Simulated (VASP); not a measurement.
## Pm: magnetic orders

Aim: compare collinear orders of Pm. The start is a computed cell from the Materials Project.

Calculated with VASP 6.6.1; PBE, spin-polarised, from parallel moments; plane waves and PAW (Pm), in the first sound run; inputs show where later runs differ.

### 1. The starting structure

The structure is hexagonal, space group P6_3/mmc (No. 194). The conventional cell has a = 3.676 Å, b = 3.676 Å, c = 11.799 Å, α = 90.00°, β = 90.00°, γ = 120.00°. Nearest to Pm lie 12 Pm at 3.63 to 3.68 Å. Nearest to Pm lie 12 Pm at 3.63 to 3.68 Å.

### 2. Magnetic order, start order fm, signs ++++

Each run starts from other signs of the moments at the same geometry and cutoff; gentle mixing helps it keep them. Any wave vector in a name is a fraction of the reciprocal vectors of the first cell as typed.

Contents of INCAR:

```
SYSTEM = Pm
PREC = Accurate
ENCUT = 410
EDIFF = 1E-06
NELM = 150
ISMEAR = 1
SIGMA = 0.05
LREAL = .FALSE.
ALGO = Normal
GGA = PE
NBANDS = 48
ISPIN = 2
MAGMOM = 4 4 4 4
LASPH = .TRUE.
LMAXMIX = 6
AMIX = 0.2
BMIX = 1E-04
AMIX_MAG = 0.8
BMIX_MAG = 1E-04
LORBIT = 11
LWAVE = .FALSE.
LCHARG = .TRUE.
```

Contents of POSCAR:

```
Pm
1.0
    3.6761810624      0.0000000000      0.0000000000
   -1.8380905312      3.1836661890      0.0000000000
    0.0000000000      0.0000000000     11.7991114600
Pm
4
Direct
    0.6666666667      0.3333333333      0.7500000000
    0.0000000000      0.0000000000      0.5000000000
    0.3333333333      0.6666666667      0.2500000000
    0.0000000000      0.0000000000      0.0000000000
```

Contents of KPOINTS:

```
Automatic mesh
0
Gamma
6 6 2
0 0 0
```

The projector-augmented-wave data sets are Pm (PBE family, release 64).

Launch:

```bash
mpirun -np 1 vasp_std
```

The log of the run:

```text
[banner, memory and clock lines left out]
running    1 mpi-ranks, on    1 nodes
 distrk:  each k-point on    1 cores,    1 groups
 distr:  one band on    1 cores,    1 groups

 POSCAR found type information on POSCAR Pm
 POSCAR found :  1 types and       4 ions
 LDA part: xc-table for (Slater+PW92), standard interpolation
 POSCAR, INCAR and KPOINTS ok, starting setup
 FFT: planning ... GRIDC
 FFT: planning ... GRID_SOFT
 FFT: planning ... GRID
 WAVECAR not read
 entering main loop
       N       E                     dE             d eps       ncg     rms          rms(c)
DAV:   1     0.708287951023E+03    0.70829E+03   -0.19907E+04  2688   0.166E+03
DAV:   2     0.114477691442E+03   -0.59381E+03   -0.56507E+03  3280   0.345E+02
DAV:   3    -0.973275600014E+01   -0.12421E+03   -0.11480E+03  3696   0.175E+02
DAV:   4    -0.235591464959E+02   -0.13826E+02   -0.12822E+02  5064   0.663E+01
DAV:   5    -0.255804494808E+02   -0.20213E+01   -0.19515E+01  5152   0.228E+01    0.561E+01
DAV:   6    -0.404880385487E+02   -0.14908E+02   -0.10364E+02  4752   0.507E+01    0.672E+01
DAV:   7    -0.311077824739E+02    0.93803E+01   -0.34734E+01  4608   0.325E+01    0.472E+01
DAV:   8    -0.618775775406E+02   -0.30770E+02   -0.14287E+02  4584   0.611E+01    0.914E+01
DAV:   9    -0.312650412090E+02    0.30613E+02   -0.33861E+01  4888   0.440E+01    0.449E+01
DAV:  10    -0.332691300970E+02   -0.20041E+01   -0.10033E+01  5088   0.216E+01    0.720E+01
DAV:  11    -0.311549516644E+02    0.21142E+01   -0.27378E+00  4880   0.785E+00    0.482E+01
DAV:  12    -0.364626265618E+02   -0.53077E+01   -0.56938E+01  4784   0.361E+01    0.761E+01
DAV:  13    -0.383273988849E+02   -0.18648E+01   -0.85633E+00  5080   0.135E+01    0.736E+01
DAV:  14    -0.374082873206E+02    0.91911E+00   -0.19921E+00  4624   0.673E+00    0.601E+01
DAV:  15    -0.316147148591E+02    0.57936E+01   -0.35299E+00  4528   0.141E+01    0.410E+01
DAV:  16    -0.304009998532E+02    0.12137E+01   -0.18487E+00  5224   0.767E+00    0.251E+01
DAV:  17    -0.305549679519E+02   -0.15397E+00   -0.62746E-01  4792   0.360E+00    0.274E+01
DAV:  18    -0.306495214445E+02   -0.94553E-01   -0.33533E-01  4880   0.193E+00    0.274E+01
DAV:  19    -0.306187938415E+02    0.30728E-01   -0.64096E-02  4344   0.132E+00    0.276E+01
DAV:  20    -0.304267827830E+02    0.19201E+00   -0.31946E-02  4912   0.126E+00    0.238E+01
DAV:  21    -0.304335328689E+02   -0.67501E-02   -0.23701E-02  4904   0.371E-01    0.237E+01
DAV:  22    -0.304761175656E+02   -0.42585E-01   -0.20122E-02  4776   0.647E-01    0.257E+01
DAV:  23    -0.305216847268E+02   -0.45567E-01   -0.18839E-02  4584   0.124E+00    0.290E+01
DAV:  24    -0.302752091400E+02    0.24648E+00   -0.35924E-01  4888   0.275E+00    0.234E+01
DAV:  25    -0.303398748805E+02   -0.64666E-01   -0.10690E-01  4584   0.208E+00    0.178E+01
DAV:  26    -0.303289113888E+02    0.10963E-01   -0.56322E-02  4864   0.125E+00    0.128E+01
DAV:  27    -0.302946396559E+02    0.34272E-01   -0.10781E-02  4680   0.646E-01    0.112E+01
DAV:  28    -0.302600174228E+02    0.34622E-01   -0.81218E-03  4760   0.600E-01    0.111E+01
DAV:  29    -0.302744128044E+02   -0.14395E-01   -0.22287E-03  4656   0.315E-01    0.116E+01
DAV:  30    -0.302653001395E+02    0.91127E-02   -0.51563E-02  4784   0.131E+00    0.719E+00
[...]
DAV:  91    -0.304447612633E+02   -0.14855E-04   -0.25811E-06  2808   0.143E-02    0.500E-01
DAV:  92    -0.304447493855E+02    0.11878E-04   -0.69426E-07  2000   0.129E-02    0.493E-01
DAV:  93    -0.304446766207E+02    0.72765E-04   -0.10168E-05  3328   0.252E-02    0.492E-01
DAV:  94    -0.304447066474E+02   -0.30027E-04   -0.25069E-04  4792   0.135E-01    0.418E-01
DAV:  95    -0.304449311381E+02   -0.22449E-03   -0.17406E-04  4880   0.110E-01    0.378E-01
DAV:  96    -0.304450908148E+02   -0.15968E-03   -0.14600E-04  4704   0.112E-01    0.314E-01
DAV:  97    -0.304451702193E+02   -0.79404E-04   -0.42046E-04  4768   0.172E-01    0.202E-01
DAV:  98    -0.304452979235E+02   -0.12770E-03   -0.28753E-04  4768   0.151E-01    0.131E-01
DAV:  99    -0.304453897856E+02   -0.91862E-04   -0.16070E-04  4752   0.108E-01    0.746E-02
DAV: 100    -0.304454427979E+02   -0.53012E-04   -0.59510E-05  4592   0.537E-02    0.638E-02
DAV: 101    -0.304454500813E+02   -0.72834E-05   -0.16320E-05  3560   0.251E-02    0.680E-02
DAV: 102    -0.304454497230E+02    0.35829E-06   -0.38399E-06  2896   0.101E-02
   1 F= -.30445450E+02 E0= -.30446123E+02  d E =0.202111E-02  mag=    21.3192
```

It took 9.3 min on 1 MPI rank of Intel Xeon 6975P-C (Granite Rapids), shared host; peak memory 0.3 GiB.

Lines that name or quote the potential files are left out of all logs, and their timing lines are given in words.

Parts of OUTCAR (step 2):

```text
ion  position               nearest neighbor table
   1  0.667  0.333  0.750-
   2  0.000  0.000  0.500-
   3  0.333  0.667  0.250-
   4  0.000  0.000  0.000-

  LATTYP: Found a hexagonal cell.
 ALAT       =     3.6761810624
 C/A-ratio  =     3.2096110773

 Subroutine GETGRP returns: Found 24 space group operations
 (whereof 12 operations were pure point group operations)

The static configuration has the point symmetry D_3d.
 The point group associated with its full space group is D_6h.

 Found     14 irreducible k-points:

   k-points           NKPTS =     14   k-points in BZ     NKDIM =     14   number of bands    NBANDS=     48

   dimension x,y,z NGX =    24 NGY =   24 NGZ =   80
   dimension x,y,z NGXF=    48 NGYF=   48 NGZF=  160

   ENCUT  =  410.0 eV  30.13 Ry    5.49 a.u.   6.07  6.07 19.48*2*pi/ulx,y,z

   NELECT =      60.0000    total number of electrons

 k-points in reciprocal lattice and weights: Automatic mesh
   0.00000000  0.00000000  0.00000000       0.014
   0.16666667  0.00000000  0.00000000       0.083
   0.33333333  0.00000000  0.00000000       0.083
   0.50000000  0.00000000  0.00000000       0.042
   0.16666667  0.16666667  0.00000000       0.083
   0.33333333  0.16666667  0.00000000       0.167
   0.33333333  0.33333333  0.00000000       0.028
   0.00000000  0.00000000  0.50000000       0.014
   0.16666667  0.00000000  0.50000000       0.083
[...]
0.33333333  0.16666667  0.50000000       0.167
   0.33333333  0.33333333  0.50000000       0.028

 average (electrostatic) potential at core
       1 -76.4951       2 -76.5992       3 -76.4951       4 -76.5992

 E-fermi :   5.8176

 spin component 1
 k-point     1 :       0.0000    0.0000    0.0000
  band No.  band energies     occupation
    ...
     33       5.6448      1.00001
     34       5.6503      1.00001
     35       5.6503      1.00001
     36       5.7386      1.02400
     37       5.7386      1.02400
     38       5.8260      0.35926
     39       5.8260      0.35923
     40       5.8350      0.22453
     41       5.8350      0.22453
     42       5.8540      0.03086
    ...

 k-point     2 :       0.1667    0.0000    0.0000
  band No.  band energies     occupation
    ...
     35       5.6711      1.00014
     36       5.6846      1.00055
     37       5.7605      1.03424
     38       5.7809      0.97091
     39       5.8032      0.73200
     40       5.8220      0.42469
     41       5.8274      0.33794
     42       5.8434      0.12095
     43       5.8938     -0.02656
     44       5.8942     -0.02620
    ...

 k-point     3 :       0.3333    0.0000    0.0000
  band No.  band energies     occupation
    ...
     38       5.7590      1.03498
     39       5.7670      1.02632
     40       5.7889      0.90729
     41       5.7925      0.87085
     42       5.7931      0.86403
     43       5.8706     -0.03035
     44       5.9001     -0.02077
     45       5.9085     -0.01371
     46       5.9165     -0.00858
     47       5.9217     -0.00607
    ...

 k-point     4 :       0.5000    0.0000    0.0000
  band No.  band energies     occupation
    ...
     37       5.7519      1.03438
     38       5.7537      1.03505
     39       5.7854      0.93834
     40       5.7997      0.78186
     41       5.8012      0.76184
     42       5.8334      0.24699
     43       5.9010     -0.01991
     44       5.9043     -0.01706
     45       5.9052     -0.01634
     46       5.9263     -0.00438
    ...

 k-point     5 :       0.1667    0.1667    0.0000
  band No.  band energies     occupation
    ...
     37       5.7462      1.03071
     38       5.7826      0.95993
     39       5.7844      0.94636
     40       5.7873      0.92241
     41       5.8143      0.55576
     42       5.8192      0.47319
     43       5.8394      0.16663
     44       5.8560      0.01817
     45       5.8797     -0.03541
     46       5.9318     -0.00288
    ...

 k-point     6 :       0.3333    0.1667    0.0000
  band No.  band energies     occupation
    ...
     36       5.7276      1.01442
     37       5.7360      1.02164
     38       5.7470      1.03138
     39       5.7746      1.00387
     40       5.8051      0.70338
     41       5.8230      0.40826
     42       5.8427      0.12904
     43       5.8730     -0.03305
     44       5.8821     -0.03486
     45       5.9197     -0.00697
    ...

  Total        0.4295820      0.4295820      0.0377085      0.0000000      0.0000000      0.0000000
  in kB        4.9840564      4.9840564      0.4374984      0.0000000      0.0000000      0.0000000
  external PRESSURE =       3.4685371 kB  Pullay stress =       0.0000000 kB

  energy-cutoff  :      410.00
  volume of cell :      138.09
      direct lattice vectors                 reciprocal lattice vectors
     3.676181062  0.000000000  0.000000000     0.272021422  0.157051641  0.000000000
    -1.838090531  3.183666189  0.000000000     0.000000000  0.314103282  0.000000000
     0.000000000  0.000000000 11.799111460     0.000000000  0.000000000  0.084752145

 POSITION                                       TOTAL-FORCE (eV/Angst)
 -----------------------------------------------------------------------------------
      1.83809      1.06122      8.84933        -0.000000      0.000000     -0.000000
      0.00000      0.00000      5.89956        -0.000000      0.000000      0.000000
     -0.00000      2.12244      2.94978         0.000000     -0.000000     -0.000000
      0.00000      0.00000      0.00000        -0.000000      0.000000      0.000000
 -----------------------------------------------------------------------------------
    total drift:                               -0.000000      0.000000     -0.000000

  FREE ENERGIE OF THE ION-ELECTRON SYSTEM (eV)
  ---------------------------------------------------
  free  energy   TOTEN  =       -30.4454497230 eV

  energy  without entropy=      -30.4474708315  energy(sigma->0) =      -30.44612343

 total charge
# of ion       s       p       d       f       tot
--------------------------------------------------
    1        2.049   5.499   0.479   4.405  12.433
    2        2.050   5.499   0.480   4.391  12.420
    3        2.049   5.499   0.479   4.405  12.433
    4        2.050   5.499   0.480   4.391  12.420
--------------------------------------------------
tot          8.200  21.996   1.918  17.592  49.706

 magnetization (x)
# of ion       s       p       d       f       tot
--------------------------------------------------
    1       -0.004   0.031   0.216   4.394   4.638
    2       -0.004   0.028   0.215   4.380   4.619
    3       -0.004   0.031   0.216   4.394   4.638
    4       -0.004   0.028   0.215   4.380   4.619
--------------------------------------------------
tot         -0.015   0.118   0.861  17.549  18.513

[... 6 further parts left out ...]
```

The magnetic state follows from one typed start and may not be the lowest. The k-mesh is coarse for a metal. Without U or exact exchange the f electrons of Pm come out too delocalised, which can shrink the cell and pin f bands at the Fermi level.

Numbers from this step:

| Quantity | Value |
| --- | --- |
| electronic cycles | 102 |
| electrons | 60 |
| free energy (TOTEN) | -30.45 eV |
| energy at zero smearing | -30.45 eV |
| Fermi energy | 5.818 eV |
| moment of the cell, from the last line of the log | 21.32 μB |
| labelled metallic, from the levels on this mesh | yes |

Spin moment in the PAW sphere by atom:

```
atom  spin moment in the PAW sphere (μB)
 Pm1                                4.64
 Pm2                                4.62
 Pm3                                4.64
 Pm4                                4.62
```

Spin density in the ac plane at fractional y = 0.000, with atoms of Pm within 0.2 Å of it.

Values in e/Å³, 24 rows by 14 columns, each cell a mean:
```
4.2 3.0 1.1 0.2 0.1 0.0 0.0 0.0 0.0 0.0 0.1 0.3 1.5 3.4
0.3 0.3 0.2 0.1 0.0 0.0 0.0 0.0 0.0 0.0 0.0 0.1 0.2 0.4
0.0 0.0 0.0 0.0 0.0 0.0 0.0 0.0 0.0 0.0 0.0 0.0 0.0 0.0
0.0 0.0 0.0 0.0 0.0 0.0 0.0 0.0 0.0 0.0 0.0 0.0 0.0 0.0
0.0 0.0 0.0 0.0 0.0 0.0 0.0 0.0 0.0 0.0 0.0 0.0 0.0 0.0
0.0 0.0 0.0 0.0 0.0 0.1 0.1 0.1 0.1 0.1 0.0 0.0 0.0 0.0
0.0 0.0 0.0 0.0 0.0 0.1 0.1 0.0 0.1 0.1 0.0 0.0 0.0 0.0
0.0 0.0 0.0 0.0 0.0 0.0 0.0 0.0 0.0 0.0 0.0 0.0 0.0 0.0
0.0 0.0 0.0 0.0 0.0 0.0 0.0 0.0 0.0 0.0 0.0 0.0 0.0 0.0
0.1 0.1 0.1 0.0 0.0 0.0 0.0 0.0 0.0 0.0 0.0 0.0 0.1 0.1
1.2 1.0 0.4 0.1 0.0 0.0 0.0 0.0 0.0 0.0 0.0 0.1 0.5 1.1
6.1 4.4 1.8 0.3 0.1 0.0 0.0 0.0 0.0 0.0 0.1 0.6 2.3 5.0
4.3 3.1 1.2 0.2 0.1 0.0 0.0 0.0 0.0 0.0 0.1 0.4 1.6 3.5
0.3 0.3 0.2 0.1 0.0 0.0 0.0 0.0 0.0 0.0 0.0 0.1 0.2 0.3
0.0 0.0 0.0 0.0 0.0 0.0 0.0 0.0 0.0 0.0 0.0 0.0 0.0 0.0
0.0 0.0 0.0 0.0 0.0 0.0 0.0 0.0 0.0 0.0 0.0 0.0 0.0 0.0
0.0 0.0 0.0 0.0 0.0 0.0 0.0 0.0 0.0 0.0 0.0 0.0 0.0 0.0
0.0 0.0 0.0 0.0 0.0 0.1 0.1 0.1 0.1 0.1 0.0 0.0 0.0 0.0
0.0 0.0 0.0 0.0 0.0 0.1 0.1 0.0 0.1 0.1 0.0 0.0 0.0 0.0
0.0 0.0 0.0 0.0 0.0 0.0 0.0 0.0 0.0 0.0 0.0 0.0 0.0 0.0
0.0 0.0 0.0 0.0 0.0 0.0 0.0 0.0 0.0 0.0 0.0 0.0 0.0 0.0
0.1 0.1 0.1 0.0 0.0 0.0 0.0 0.0 0.0 0.0 0.0 0.0 0.1 0.1
1.3 1.1 0.4 0.1 0.0 0.0 0.0 0.0 0.0 0.0 0.0 0.1 0.6 1.2
6.1 4.4 1.8 0.3 0.1 0.0 0.0 0.0 0.0 0.0 0.1 0.6 2.3 4.9
```
Columns run along a (3.7 Å), rows up along c (11.8 Å). Atoms in or near the plane, at fractional coordinates: Pm at (0.00, 0.50), Pm at (0.00, 0.00).

Valence density in the ac plane at fractional y = 0.000, with atoms of Pm within 0.2 Å of it. It is the smooth field of the valence electrons, not physical close to the nuclei.

Ten even steps from '0' (0.1 e/Å³) to '9' (6.0 e/Å³), each cell a mean:
```
87410000000258
22100000000012
00000000000000
00000000000000
00000000000000
00000000000000
00000000000000
00000000000000
00000000000000
00000000000000
44200000000134
99620000001379
87510000000258
22100000000012
00000000000000
00000000000000
00000000000000
00000000000000
00000000000000
00000000000000
00000000000000
00000000000000
54210000000134
99620000001379
```
Columns run along a (3.7 Å), rows up along c (11.8 Å). Atoms in or near the plane, at fractional coordinates: Pm at (0.00, 0.50), Pm at (0.00, 0.00).

The largest moment at the end is 4.64 μB, and the moments of the cell sum to 21.32 μB.

(Continued in part 2 of 3.)

[Lines on the potential files, build, host, timing and source positions are cut from VASP's logs without a mark.]

[Logs are printed without paths, hosts, clocks, repeated set-up lines and the standing remarks that a program may print on its own settings, such as how far it seeks lower states.]

[Hosts, paths, dates, database ids (printed as entryN), source tags and the programs' standing remarks are cut or masked in the printed files.]

[In band tables of VASP the shares of atoms and orbitals are scaled to a sum of 1 inside the atoms' spheres.]

[Runs that stopped without an error message from VASP are left out.]
